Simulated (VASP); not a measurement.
Level of theory: optB88-vdW, VASP's PBE PAW potentials (set 64) (plane waves; VASP).

VASP ran on this input.

### POSCAR
```
Si
1
    0.0000000000     2.7881262205     2.7881262205
    2.7881262205     0.0000000000     2.7881262205
    2.7881262205     2.7881262205     0.0000000000
Si
2
Direct
  0.0000000000   0.0000000000   0.0000000000
  0.2500000000   0.2500000000   0.2500000000
```

INCAR:
```
! general
SYSTEM   = Si
PREC     = Accurate
ENCUT    = 520
LREAL    = .False.   ! projection in real space or not
LASPH    = .True.

! electronic loop
EDIFF    = 1E-7   ! SCF stop (eV)
NELM     = 100
ALGO     = Normal   ! blocked Davidson

! smearing
ISMEAR   = 0   ! Gaussian
SIGMA    = 0.05   ! width (eV)

! functional
GGA      = BO
LUSE_VDW = .True.
AGGAC    = 0.0
PARAM1   = 0.1833333333
PARAM2   = 0.22

! ions
ISIF     = 2

! output
LWAVE    = .False.
LCHARG   = .False.
```

KPOINTS:
```
Automatic mesh
0
Gamma
 8 8 8
0 0 0
```

POTCAR, in this order: Si (PBE.64 set). Program: vasp_std.

**Question.** What will the output report for the number of irreducible k-points (NKPTS), largest plane-wave count, number of space-group operations, FFT grid (NGX, NGY, NGZ)?

**Answer.** 
```yaml
number of irreducible k-points (NKPTS): 29
largest_plane_wave_count: 1211
number_of_space_group_operations: 48
FFT grid (NGX, NGY, NGZ): 30 × 30 × 30
```

The compound is Si in the diamond structure. This cell is one point of a volume scan, at 1.06 of the reference volume.
